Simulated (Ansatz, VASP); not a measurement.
# MgSiS3: VASP beside Ansatz

Wanted: the spread between two codes on one cell, functional and k mesh. The cell is generated by rule, not measured, and may not be a known phase. The cell is taken from a series of runs on this material, whose earlier steps may have relaxed, scaled, displaced or heated it; both programs get it as it stands.

Calculated with Ansatz 0.2.0; plane waves, with VASP 6.6.1 beside it; relaxation of cell and atoms at LDA.

## Step 1: The starting structure

The structure is cubic, space group Pm-3m (No. 221). Conventional cell: a = 4.469 Å, b = 4.469 Å, c = 4.469 Å, α = 90.00°, β = 90.00°, γ = 90.00°. Nearest to Mg lie 12 S at 3.16 Å. Nearest to Si lie 6 S at 2.23 Å. S has 2 Si at 2.23 Å and 4 Mg at 3.16 Å nearest. Farther neighbours and most contacts between anions are not listed.

## Step 2: VASP: relaxation of cell and atoms, LDA, pair 1

The relaxed volume is the usual yardstick between codes: in a stiff, nearly cubic crystal its relative difference is about their pressure difference at one cell divided by the bulk modulus.

Lines of VASP's logs that name or quote its potential files are left out, and so is its time.

INCAR reads:

```
SYSTEM = MgSiS3
PREC = Accurate
ENCUT = 600
EDIFF = 1E-07
NELM = 120
ISMEAR = 1
SIGMA = 0.2
LREAL = .FALSE.
ALGO = Normal
GGA = CA
NBANDS = 18
LORBIT = 11
LWAVE = .FALSE.
LCHARG = .FALSE.
ISIF = 3
IBRION = 2
NSW = 80
EDIFFG = -0.005
LASPH = .TRUE.
GGA_COMPAT = .FALSE.
NELMIN = 4
KPAR = 2
```

POSCAR reads:

```
MgSiS3
1.0
    4.4685190000      0.0000000000      0.0000000000
    0.0000000000      4.4685190000      0.0000000000
    0.0000000000      0.0000000000      4.4685190000
Mg Si S
1 1 3
Direct
    0.0000000000      0.0000000000      0.0000000000
    0.4999998881      0.4999998881      0.4999998881
    0.4999998881      0.4999998881      0.0000000000
    0.4999998881      0.0000000000      0.4999998881
    0.0000000000      0.4999998881      0.4999998881
```

KPOINTS reads:

```
Automatic mesh
0
Gamma
8 8 8
0 0 0
```

PAW data sets: Mg, Si and S (LDA family, release 64).

The run is started by

```bash
mpirun -np 2 vasp_std
```

Numbers of over 12 decimals in the logs are rounded to 6 here.

Log:

```text
[banner, memory and clock lines left out]
running    2 mpi-ranks, on    1 nodes
 distrk:  each k-point on    1 cores,    2 groups
 distr:  one band on    1 cores,    1 groups

 POSCAR found type information on POSCAR MgSiS
 POSCAR found :  3 types and       5 ions
 LDA part: xc-table for (Slater(with rela. corr.)+CA(PZ))
 , standard interpolation
 POSCAR, INCAR and KPOINTS ok, starting setup
 FFT: planning ... GRIDC
 FFT: planning ... GRID_SOFT
 FFT: planning ... GRID
 WAVECAR not read
 entering main loop
       N       E                     dE             d eps       ncg     rms          rms(c)
DAV:   1     0.113012551250E+03    0.11301E+03   -0.11618E+04  1260   0.129E+03
DAV:   2    -0.156199909055E+02   -0.12863E+03   -0.12485E+03  1710   0.194E+02
DAV:   3    -0.243433781752E+02   -0.87234E+01   -0.86335E+01  1526   0.565E+01
DAV:   4    -0.244697468150E+02   -0.12637E+00   -0.12615E+00  1724   0.778E+00
DAV:   5    -0.244714151744E+02   -0.16684E-02   -0.16682E-02  1638   0.875E-01    0.131E+01
DAV:   6    -0.234803108790E+02    0.99110E+00   -0.15827E+00  1404   0.522E+00    0.858E+00
DAV:   7    -0.233025863316E+02    0.17772E+00   -0.55749E-01  1592   0.296E+00    0.300E+00
DAV:   8    -0.232898610985E+02    0.12725E-01   -0.42299E-02  1546   0.108E+00    0.334E-01
DAV:   9    -0.232891258560E+02    0.73524E-03   -0.19943E-03  1530   0.269E-01    0.128E-01
DAV:  10    -0.232890124851E+02    0.11337E-03   -0.54148E-04  1632   0.115E-01    0.394E-02
DAV:  11    -0.232889894268E+02    0.23058E-04   -0.60775E-05  1524   0.442E-02    0.144E-02
DAV:  12    -0.232889858619E+02    0.35649E-05   -0.22779E-05  1650   0.213E-02    0.406E-03
DAV:  13    -0.232889856027E+02    0.25924E-06   -0.18972E-06  1562   0.748E-03    0.128E-03
DAV:  14    -0.232889856057E+02   -0.30388E-08   -0.58808E-08  1116   0.134E-03
   1 F= -.23288986E+02 E0= -.23290054E+02  d E =-.232890E+02
 curvature:   0.00 expect dE= 0.000E+00 dE for cont linesearch  0.000E+00
 trial: gam= 0.00000 g(F)=  0.000E+00 g(S)=  0.635E-03 ort = 0.000E+00 (trialstep = 0.100E+01)
 search vector abs. value=  0.635E-03
 bond charge predicted
       N       E                     dE             d eps       ncg     rms          rms(c)
DAV:   1    -0.232907200729E+02   -0.17345E-02   -0.28056E-02  1358   0.911E-01    0.274E-01
DAV:   2    -0.232893373343E+02    0.13827E-02   -0.32217E-03  1366   0.281E-01    0.943E-02
DAV:   3    -0.232892094185E+02    0.12792E-03   -0.51241E-04  1556   0.108E-01    0.291E-02
DAV:   4    -0.232891950769E+02    0.14342E-04   -0.17078E-05  1474   0.231E-02    0.175E-02
DAV:   5    -0.232891917578E+02    0.33190E-05   -0.50562E-06  1584   0.120E-02    0.109E-02
DAV:   6    -0.232891915852E+02    0.17265E-06   -0.57891E-07  1514   0.376E-03    0.285E-03
DAV:   7    -0.232891915738E+02    0.11349E-07   -0.56912E-08   740   0.125E-03
   2 F= -.23289192E+02 E0= -.23290270E+02  d E =-.205968E-03
 trial-energy change:   -0.000206  1 .order   -0.000204   -0.000635    0.000226
 step:   0.7396(harm=  0.7371)  dis= 0.00000  next Energy=   -23.289221 (dE=-0.235E-03)
 bond charge predicted
       N       E                     dE             d eps       ncg     rms          rms(c)
DAV:   1    -0.232893251272E+02   -0.13354E-03   -0.18960E-03  1356   0.237E-01    0.712E-02
DAV:   2    -0.232892312099E+02    0.93917E-04   -0.21977E-04  1364   0.734E-02    0.244E-02
DAV:   3    -0.232892227156E+02    0.84943E-05   -0.33751E-05  1552   0.278E-02    0.759E-03
DAV:   4    -0.232892217220E+02    0.99356E-06   -0.11447E-06  1478   0.598E-03    0.444E-03
DAV:   5    -0.232892215079E+02    0.21412E-06   -0.31252E-07  1310   0.300E-03    0.276E-03
DAV:   6    -0.232892214956E+02    0.12268E-07   -0.30104E-08   734   0.923E-04
   3 F= -.23289221E+02 E0= -.23290297E+02  d E =-.235890E-03
 curvature:  -0.37 expect dE=-0.718E-10 dE for cont linesearch -0.718E-10
 trial: gam=-0.00055 g(F)=  0.191E-47 g(S)=  0.195E-09 ort = 0.352E-06 (trialstep = 0.948E+00)
 search vector abs. value=  0.100E-09
 reached required accuracy - stopping structural energy minimisation
```

Parts of OUTCAR (step 2):

```text
ion  position               nearest neighbor table
   1  0.000  0.000  0.000-   3 3.16   4 3.16   5 3.16   4 3.16   5 3.16   3 3.16   5 3.16   3 3.16
                             4 3.16   5 3.16   4 3.16   3 3.16
   2  0.500  0.500  0.500-   3 2.23   4 2.23   5 2.23   5 2.23   4 2.23   3 2.23
   3  0.500  0.500  0.000-   2 2.23   2 2.23   1 3.16   1 3.16   1 3.16   1 3.16
   4  0.500  0.000  0.500-   2 2.23   2 2.23   1 3.16   1 3.16   1 3.16   1 3.16
   5  0.000  0.500  0.500-   2 2.23   2 2.23   1 3.16   1 3.16   1 3.16   1 3.16

  LATTYP: Found a simple cubic cell.
 ALAT       =     4.4685190000

 Subroutine GETGRP returns: Found 48 space group operations
 (whereof 48 operations were pure point group operations)

The static configuration has the point symmetry O_h .

 Found     35 irreducible k-points:

   k-points           NKPTS =     35   k-points in BZ     NKDIM =     35   number of bands    NBANDS=     18

   dimension x,y,z NGX =    36 NGY =   36 NGZ =   36
   dimension x,y,z NGXF=    72 NGYF=   72 NGZF=   72

   ENCUT  =  600.0 eV  44.10 Ry    6.64 a.u.   8.92  8.92  8.92*2*pi/ulx,y,z

   NELECT =      24.0000    total number of electrons

 k-points in reciprocal lattice and weights: Automatic mesh
   0.00000000  0.00000000  0.00000000       0.002
   0.12500000  0.00000000  0.00000000       0.012
   0.25000000  0.00000000  0.00000000       0.012
   0.37500000  0.00000000  0.00000000       0.012
   0.50000000  0.00000000  0.00000000       0.006
   0.12500000  0.12500000  0.00000000       0.023
   0.25000000  0.12500000  0.00000000       0.047
   0.37500000  0.12500000  0.00000000       0.047
   0.50000000  0.12500000  0.00000000       0.023
[...]
0.50000000  0.50000000  0.37500000       0.012
   0.50000000  0.50000000  0.50000000       0.002

 average (electrostatic) potential at core
       1 -37.2213       2 -86.2799       3 -86.1108       4 -86.1108       5 -86.1108

 E-fermi :   5.7038

 k-point     1 :       0.0000    0.0000    0.0000
  band No.  band energies     occupation
    ...
      9       4.4243      2.00000
     10       4.4243      2.00000
     11       4.5284      2.00000
     12       4.5284      2.00000
     13       4.5284      2.00000
     14       6.9347     -0.00000
     15       9.7475      0.00000
     16       9.7475      0.00000
     17       9.7475      0.00000
     18      10.7912      0.00000

 k-point     2 :       0.1250    0.0000    0.0000
  band No.  band energies     occupation
    ...
      9       4.1696      2.00000
     10       4.1696      2.00000
     11       4.2686      2.00000
     12       4.5052      2.00000
     13       4.5052      2.00000
     14       7.4892     -0.00000
     15       9.8196      0.00000
     16      10.2175      0.00000
     17      10.2175      0.00000
     18      10.7696      0.00000

 k-point     3 :       0.2500    0.0000    0.0000
  band No.  band energies     occupation
    ...
      9       3.5608      2.00000
     10       3.8429      2.00000
     11       3.9341      2.00000
     12       4.5460      2.00000
     13       4.5460      2.00000
     14       8.4803     -0.00000
     15      10.0147      0.00000
     16      10.2933      0.00000
     17      11.1911      0.00000
     18      11.1911      0.00000

  Total       -0.0000821     -0.0000821     -0.0000821     -0.0000000      0.0000000     -0.0000000
  in kB       -0.0014783     -0.0014783     -0.0014783     -0.0000000      0.0000000     -0.0000000
  external PRESSURE =      -0.0014783 kB  Pullay stress =       0.0000000 kB

  energy-cutoff  :      600.00
  volume of cell :       88.94
      direct lattice vectors                 reciprocal lattice vectors
     4.463797731 -0.000000000 -0.000000000     0.224024488  0.000000000 -0.000000000
    -0.000000000  4.463797731 -0.000000000     0.000000000  0.224024488 -0.000000000
     0.000000000  0.000000000  4.463797731     0.000000000  0.000000000  0.224024488

 POSITION                                       TOTAL-FORCE (eV/Angst)
 -----------------------------------------------------------------------------------
      0.00000      0.00000      0.00000         0.000000     -0.000000      0.000000
      2.23190      2.23190      2.23190         0.000000     -0.000000      0.000000
      2.23190      2.23190     -0.00000        -0.000000     -0.000000      0.000000
      2.23190     -0.00000      2.23190         0.000000      0.000000      0.000000
     -0.00000      2.23190      2.23190        -0.000000      0.000000      0.000000
 -----------------------------------------------------------------------------------
    total drift:                                0.000651      0.000651      0.000651

  FREE ENERGIE OF THE ION-ELECTRON SYSTEM (eV)
  ---------------------------------------------------
  free  energy   TOTEN  =       -23.2892214956 eV

  energy  without entropy=      -23.2924493699  energy(sigma->0) =      -23.29029745

 reached required accuracy - stopping structural energy minimisation

 total charge
# of ion       s       p       d       tot
------------------------------------------
    1        0.130   0.062   0.015   0.207
    2        0.757   0.781   0.000   1.537
    3        1.346   2.390   0.000   3.735
    4        1.346   2.390   0.000   3.735
    5        1.346   2.390   0.000   3.735
--------------------------------------------------
tot          4.924   8.012   0.015  12.951

[... 3 further parts left out ...]
```

[end of part 1 of 3]

[Lines on the potential files, build, host, timing and source positions are cut from VASP's logs without a mark.]

[Logs are printed without paths, hosts, clocks, repeated set-up lines and the standing remarks that a program may print on its own settings, such as how far it seeks lower states.]

[Hosts, paths, dates, database ids (printed as entryN), source tags and the programs' standing remarks are cut or masked in the printed files.]
